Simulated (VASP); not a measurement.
Output of a VASP run:

OSZICAR:
```
       N       E                     dE             d eps       ncg     rms          rms(c)
DAV:   1     0.333626892549E+03    0.33363E+03   -0.32414E+04 12512   0.170E+03
DAV:   2    -0.729953427797E+02   -0.40662E+03   -0.39911E+03 15392   0.409E+02
DAV:   3    -0.982032732026E+02   -0.25208E+02   -0.24911E+02 18550   0.773E+01
DAV:   4    -0.989867204704E+02   -0.78345E+00   -0.78259E+00 17794   0.122E+01
DAV:   5    -0.989962158358E+02   -0.94954E-02   -0.94937E-02 16954   0.141E+00    0.108E+02
DAV:   6    -0.874091343295E+02    0.11587E+02   -0.88938E+01 13640   0.311E+01    0.724E+01
DAV:   7    -0.872325522455E+02    0.17658E+00   -0.60125E+00 15490   0.105E+01    0.315E+01
DAV:   8    -0.871573454121E+02    0.75207E-01   -0.62687E-01 18184   0.357E+00    0.605E+00
DAV:   9    -0.871424634216E+02    0.14882E-01   -0.12225E-01 15888   0.157E+00    0.397E+00
DAV:  10    -0.871404790981E+02    0.19843E-02   -0.14360E-02 15286   0.717E-01    0.219E-01
DAV:  11    -0.871404015842E+02    0.77514E-04   -0.13731E-03 15638   0.205E-01    0.919E-02
DAV:  12    -0.871403800561E+02    0.21528E-04   -0.14444E-04 17910   0.718E-02    0.145E-01
DAV:  13    -0.871403616221E+02    0.18434E-04   -0.26314E-05 16222   0.313E-02    0.135E-02
DAV:  14    -0.871403645850E+02   -0.29629E-05   -0.37155E-06 19096   0.103E-02    0.994E-03
DAV:  15    -0.871403663548E+02   -0.17698E-05   -0.69520E-07 14594   0.349E-03    0.319E-03
DAV:  16    -0.871403654767E+02    0.87810E-06   -0.51725E-08  8178   0.116E-03    0.138E-03
DAV:  17    -0.871403653617E+02    0.11506E-06   -0.24637E-08  7778   0.787E-04    0.145E-03
DAV:  18    -0.871403654554E+02   -0.93720E-07   -0.53531E-09  7660   0.442E-04
   1 F= -.87140365E+02 E0= -.87140365E+02  d E =0.000000E+00
```

**OUTCAR**
```
------------------------ aborting loop because EDIFF is reached ----------------------------------------
  FORCE on cell =-STRESS in cart. coord.  units (eV):
  Direction    XX          YY          ZZ          XY          YZ          ZX
  --------------------------------------------------------------------------------------
  Total        0.1099193      0.1099193     -0.0563511      0.0249169     -0.0000000     -0.0000000
  in kB        1.7846699      1.7846699     -0.9149263      0.4045555     -0.0000000     -0.0000000
  external PRESSURE =       0.8848045 kB  Pullay stress =       0.0000000 kB
  volume of cell :       98.68
      direct lattice vectors                 reciprocal lattice vectors
     0.000156975  4.620662615  4.621872698    -0.108213265  0.108213265  0.108181257
     4.620662615  0.000156975  4.621872698     0.108213265 -0.108213265  0.108181257
     2.310409795  2.310409795  0.000000000     0.216411825  0.216411825 -0.216362515
 POSITION                                       TOTAL-FORCE (eV/Angst)
 -----------------------------------------------------------------------------------
      0.00000      0.00000      0.00000        -0.000000     -0.000000      0.000000
      2.31041      2.31041      2.32201         0.000000      0.000000      0.005695
      4.60962      2.32161      4.62187        -0.006471      0.006471      0.000000
      2.32161      4.60962      4.62187         0.006471     -0.006471      0.000000
      4.62082      4.62082      6.92174        -0.000000     -0.000000     -0.005695
      2.31033      0.00008      2.31094        -0.000000     -0.000000      0.000000
      0.00008      2.31033      2.31094        -0.000000     -0.000000      0.000000
      2.31041      2.31041      4.62187        -0.000000     -0.000000      0.000000
 -----------------------------------------------------------------------------------
    total drift:                               -0.000000     -0.000000      0.000000
  FREE ENERGIE OF THE ION-ELECTRON SYSTEM (eV)
  ---------------------------------------------------
  free  energy   TOTEN  =       -87.1403654554 eV

  energy  without entropy=      -87.1403654554  energy(sigma->0) =      -87.14036546

 total charge

# of ion       s       p       d       tot
------------------------------------------
    1        2.184   6.052   1.684   9.920
    2        0.873   1.507   0.000   2.379
    3        0.876   1.503   0.000   2.379
    4        0.876   1.503   0.000   2.379
    5        0.873   1.507   0.000   2.379
    6        0.317   6.648   1.713   8.678
    7        0.317   6.648   1.713   8.678
    8        0.320   6.657   1.733   8.711
--------------------------------------------------
tot          6.635  32.025   6.843  45.503

 Electric field gradients after diagonalization (V/A^2)
 (convention: |V_zz| > |V_xx| > |V_yy|)
----------------------------------------------------------------------
 ion       V_xx      V_yy      V_zz     asymmetry (V_yy - V_xx)/ V_zz
----------------------------------------------------------------------
   1      -0.874    -0.728     1.602       0.091
   2      -0.427    -0.295     0.722       0.184
   3       0.220     0.053    -0.273       0.613
   4       0.220     0.053    -0.273       0.613
   5      -0.427    -0.295     0.722       0.184
   6      -0.837    -0.712     1.549       0.080
   7      -0.837    -0.712     1.549       0.080
   8       3.167     0.426    -3.594       0.763
```
(Selected blocks of OUTCAR.)

File POSCAR:
```
Hf3ZrC4
1
    0.0001569752     4.6206626155     4.6218726983
    4.6206626155     0.0001569752     4.6218726983
    2.3104097953     2.3104097953     0.0000000000
Zr C Hf
1 4 3
Direct
  0.0000000000   0.0000000000   0.0000000000
  0.2511979317   0.2511979317   0.4976041366
  0.2524069209   0.7475930791   0.5000000000
  0.7475930791   0.2524069209   0.5000000000
  0.7488020683   0.7488020683   0.5023958634
  0.0000000000   0.5000000000   0.0000000000
  0.5000000000   0.0000000000   0.0000000000
  0.5000000000   0.5000000000   0.0000000000
```

Q: Write an INCAR and KPOINTS that could have produced this output.

A: Several could match; the one computed here: the input of the run itself, PBEsol GGA, plane waves, VASP's PBE PAW potentials (set 64).

**INCAR**
```
SYSTEM = Hf3ZrC4
PREC = Accurate
ENCUT = 520
EDIFF = 1E-7
NELM = 100
ALGO = Normal
LREAL = .FALSE.
LASPH = .TRUE.
ISMEAR = -5
GGA = PS
LMAXMIX = 6
LWAVE = .FALSE.
LCHARG = .TRUE.
LORBIT = 11
NEDOS = 601
ISIF = 2
LEFG = .TRUE.
```

KPOINTS:
```
Regular mesh
0
Gamma
 7 7 13
```

POTCAR, in this order: Zr_sv C Hf_pv (PBE.64 set). Program: vasp_std.

For a metal the tetrahedron method with Blöchl corrections gives inexact stress and forces.

The structure was generated: Hf3ZrC4 was put into an ordered model structure (Cmmm), which need not be its known phase. It was relaxed first.
